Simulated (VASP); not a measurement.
**Al: a series in a change of volume**

Wanted: the elastic response of Al to a change of volume, with a fit that predicts a row left out.

Method: r2SCAN; plane waves and PAW (Al), in the first sound run; inputs show where later runs differ, in VASP 6.6.1.

### 1. The structure

The structure is cubic, space group Fm-3m (No. 225). The conventional cell has a = 4.050 Å, b = 4.050 Å, c = 4.050 Å, α = 90.00°, β = 90.00°, γ = 90.00°. Nearest to Al lie 12 Al at 2.86 Å.

Structure file:

```cif
data_structure
_symmetry_space_group_name_H-M 'Fm-3m'
_symmetry_Int_Tables_number 225
_cell_length_a 4.0500
_cell_length_b 4.0500
_cell_length_c 4.0500
_cell_angle_alpha 90.000
_cell_angle_beta 90.000
_cell_angle_gamma 90.000
_cell_volume 66.43
loop_
_atom_site_label
_atom_site_type_symbol
_atom_site_symmetry_multiplicity
_atom_site_Wyckoff_symbol
_atom_site_fract_x
_atom_site_fract_y
_atom_site_fract_z
_atom_site_occupancy
Al1 Al 4 a 0.00000 0.00000 0.00000 1
```

### 2. Relax the crystal, r2SCAN

The series starts from the cell that this level prefers, so that zero strain is near zero stress.

This step took 2 runs in a row; the last is shown.

Level: r2SCAN; plane waves and PAW (Al).

INCAR

```
SYSTEM = Al
PREC = Accurate
ENCUT = 450
EDIFF = 1E-07
NELM = 120
ISMEAR = 1
SIGMA = 0.15
LREAL = .FALSE.
ALGO = Normal
METAGGA = R2SCAN
LASPH = .TRUE.
NBANDS = 7
LORBIT = 11
LWAVE = .FALSE.
LCHARG = .FALSE.
KPAR = 8
IBRION = 2
NSW = 40
ISIF = 3
EDIFFG = -0.005
POTIM = 0.4
```

POSCAR

```
Al
1.0
    0.0000000000      1.9938882956      1.9938882956
    1.9938882956      0.0000000000      1.9938882956
    1.9938882956      1.9938882956      0.0000000000
Al
1
Direct
    0.0000000000      0.0000000000      0.0000000000
```

KPOINTS

```
Automatic mesh
0
Gamma
25 25 25
0 0 0
```

PAW data sets: Al (PBE family, release 64).

On the command line:

```console
mpirun -np 8 vasp_std
```

Output:

```text
[banner, memory and clock lines left out]
running    8 mpi-ranks, on    1 nodes
[...]
|                                                                             |
|           W    W    AA    RRRRR   N    N  II  N    N   GGGG   !!!           |
|           W    W   A  A   R    R  NN   N  II  NN   N  G    G  !!!           |
|           W    W  A    A  R    R  N N  N  II  N N  N  G       !!!           |
|           W WW W  AAAAAA  RRRRR   N  N N  II  N  N N  G  GGG   !            |
|           WW  WW  A    A  R   R   N   NN  II  N   NN  G    G                |
|           W    W  A    A  R    R  N    N  II  N    N   GGGG   !!!           |
|                                                                             |
|     For optimal performance we recommend to set                             |
|       NCORE = 2 up to number-of-cores-per-socket                            |
|     NCORE specifies how many cores store one orbital (NPAR=cpu/NCORE).      |
|     This setting can greatly improve the performance of VASP for DFT.       |
[...]
|     You enforced a specific xc type in the INCAR file but a different       |
|     [... a line on the potential file left out ...]
|     I HOPE YOU KNOW WHAT YOU ARE DOING!                                     |
|                                                                             |

 LDA part: xc-table for (None), standard interpolation
 POSCAR, INCAR and KPOINTS ok, starting setup
[...]
entering main loop
       N       E                     dE             d eps       ncg     rms          rms(c)
DAV:   1    -0.548222542479E+01   -0.54822E+01   -0.84095E+02  6496   0.211E+02
DAV:   2    -0.690578895921E+01   -0.14236E+01   -0.13696E+01  8617   0.213E+01
DAV:   3    -0.691435117254E+01   -0.85622E-02   -0.85566E-02  8736   0.185E+00
DAV:   4    -0.691436927701E+01   -0.18104E-04   -0.18105E-04  9667   0.739E-02
[...]
DAV:  11    -0.673865156801E+01   -0.14431E-06   -0.36502E-09  7322   0.504E-04    0.818E-04
DAV:  12    -0.673865226255E+01   -0.69454E-06   -0.11376E-09  4550   0.187E-04    0.341E-05
DAV:  13    -0.673865223708E+01    0.25471E-07   -0.12103E-10  3892   0.797E-05
   1 F= -.67386522E+01 E0= -.67385719E+01  d E =-.673865E+01
[...]
reached required accuracy - stopping structural energy minimisation
```

It took 29 s on 8 MPI ranks of AMD EPYC 7R43, shared host; peak memory 0.9 GiB; 3.5 min of CPU time.

Lines that name or quote the potential files are left out of all logs, and their timing lines are given in words.

OUTCAR, selected parts (step 2):

```text
  Total        0.0035551      0.0035551      0.0035551     -0.0000000      0.0000000      0.0000000
  in kB        0.3592777      0.3592777      0.3592777     -0.0000000      0.0000000      0.0000000
  external PRESSURE =       0.3592777 kB  Pullay stress =       0.0000000 kB

 POSITION                                       TOTAL-FORCE (eV/Angst)
 -----------------------------------------------------------------------------------
      0.00000      0.00000      0.00000         0.000000     -0.000000     -0.000000
 -----------------------------------------------------------------------------------
    total drift:                               -0.000000      0.000000     -0.000000

  FREE ENERGIE OF THE ION-ELECTRON SYSTEM (eV)
  ---------------------------------------------------
  free  energy   TOTEN  =        -6.7386522371 eV

  energy  without entropy=       -6.7384113660  energy(sigma->0) =       -6.73857195

 reached required accuracy - stopping structural energy minimisation

[... 3 further parts left out ...]
[key lines of the parts left out:]
E-fermi :   8.4806
```

This run gave:

- energy(sigma→0) of the program: -6.7386 eV
- stress, compression positive: xx, yy, zz 0.04, 0.04, 0.04 GPa
- volume: 15.854 Å³
- ionic steps: 1

### 3. Relax at fixed volume, r2SCAN

One member in full: the volume is scaled by 1.04, and the cell is held.

Level: r2SCAN; plane waves and PAW (Al).

Changes to INCAR since step 2:

```diff
@@ -15,7 +15,8 @@
 LCHARG = .FALSE.
-KPAR = 8
+KPAR = 2
 IBRION = 2
 NSW = 40
-ISIF = 3
-EDIFFG = -0.005
+ISIF = 2
+EDIFFG = -0.004
 POTIM = 0.4
+MAXMIX = 40
```

POSCAR

```
Al
1.0
    0.0000000000      2.0201266769      2.0201266769
    2.0201266769      0.0000000000      2.0201266769
    2.0201266769      2.0201266769      0.0000000000
Al
1
Direct
    0.0000000000      0.0000000000      0.0000000000
```

KPOINTS is that of step 2.

On the command line:

```console
mpirun -np 2 vasp_std
```

Output:

```text
[banner, memory and clock lines left out]
running    2 mpi-ranks, on    1 nodes
[...]
[... a notice as in an earlier step ...]

 LDA part: xc-table for (None), standard interpolation
 POSCAR, INCAR and KPOINTS ok, starting setup
[...]
entering main loop
       N       E                     dE             d eps       ncg     rms          rms(c)
DAV:   1    -0.544974836652E+01   -0.54497E+01   -0.81863E+02  6510   0.209E+02
DAV:   2    -0.690882514341E+01   -0.14591E+01   -0.13862E+01  8575   0.213E+01
DAV:   3    -0.691768367012E+01   -0.88585E-02   -0.88557E-02  8883   0.187E+00
DAV:   4    -0.691770242725E+01   -0.18757E-04   -0.18757E-04  9548   0.735E-02
[...]
DAV:   9    -0.673190629974E+01    0.73870E-04   -0.30710E-05  8344   0.478E-02    0.310E-02
DAV:  10    -0.673191617770E+01   -0.98780E-05   -0.35395E-07 10157   0.440E-03    0.308E-03
DAV:  11    -0.673191623432E+01   -0.56621E-07   -0.28414E-09  7539   0.489E-04
   1 F= -.67319162E+01 E0= -.67318840E+01  d E =-.673192E+01
[...]
reached required accuracy - stopping structural energy minimisation
```

The job ended after 92 s (2 MPI ranks; peak memory 0.22 GiB; 2.9 min of CPU time).

OUTCAR, selected parts (step 3):

```text
  Total       -0.3384355     -0.3384355     -0.3384355     -0.0000000     -0.0000000      0.0000000
  in kB      -32.8867329    -32.8867329    -32.8867329     -0.0000000     -0.0000000      0.0000000
  external PRESSURE =     -32.8867329 kB  Pullay stress =       0.0000000 kB

 POSITION                                       TOTAL-FORCE (eV/Angst)
 -----------------------------------------------------------------------------------
      0.00000      0.00000      0.00000         0.000000     -0.000000     -0.000000
 -----------------------------------------------------------------------------------
    total drift:                               -0.000000     -0.000000     -0.000000

  FREE ENERGIE OF THE ION-ELECTRON SYSTEM (eV)
  ---------------------------------------------------
  free  energy   TOTEN  =        -6.7319162343 eV

  energy  without entropy=       -6.7318196812  energy(sigma->0) =       -6.73188405

[... 2 parts as in an earlier step ...]

[... 2 further parts left out ...]
[key lines of the parts left out:]
E-fermi :   8.0686
```

This run gave:

| Item | Value |
| --- | --- |
| energy(sigma→0) of the program | -6.7319 eV |
| stress, compression positive | xx, yy, zz -3.29, -3.29, -3.29 GPa |
| ionic steps | 1 |

### 4. The whole series

The other members went through these steps as far as the tables show, with the same cutoff and, step by step, the same mesh; 9 runs are not shown. The session took 0.65 core hours (wall time by ranks) on a shared machine.

```
volume over the relaxed volume  volume (Å³/atom)  pressure (GPa)  energy above the unstrained row, extrapolated to no smearing (meV/atom)
                         0.940            14.902           6.595                                                                   18.501
                         0.960            15.220           4.165                                                                    7.940
                         0.980            15.537           1.988                                                                    1.935
                         0.990            15.695           0.985                                                                    0.487
                             1            15.854           0.036                                                                    0.000
                         1.010            16.012          -0.863                                                                    0.422
                         1.020            16.171               ?                                                                        ?
                         1.040            16.488          -3.289                                                                    6.688
                         1.060            16.805          -4.704                                                                   14.622
```

### 5. Stress from the known rows

Fitting a cubic to the 8 known rows (u: logarithm of the volume ratio) gives pressure = − 258.4 u³ + 204.3 u² − 92.37 u + 0.03581 in GPa; the residuals are 1.5e-4 GPa r.m.s.

For the withheld row, u = 0.01980, the fit gives -1.715 GPa.

### 6. Checking the prediction

The calculation gives -1.714 GPa, so the prediction is 0.001 GPa too low.

A cubic of the pressure in ln(V/V₀) through all rows has the slope −B at V₀: B = 92 GPa, and its curvature gives B′ = 4.4.

### 7. Outcome

```yaml
error_of_the_predicted_pressure: -0.001 GPa
bulk_modulus: 92 GPa
```

In words: These are static values: temperature and zero-point motion are left out. In a metal the slopes also depend on mesh and smearing, which were held through the series.

[Lines on the potential files, build, host, timing and source positions are cut from VASP's logs without a mark.]

[Logs are printed without paths, hosts, clocks, repeated set-up lines and the standing remarks that a program may print on its own settings, such as how far it seeks lower states.]

[Hosts, paths, dates, database ids (printed as entryN), source tags and the programs' standing remarks are cut or masked in the printed files.]

[In band tables of VASP the shares of atoms and orbitals are scaled to a sum of 1 inside the atoms' spheres.]
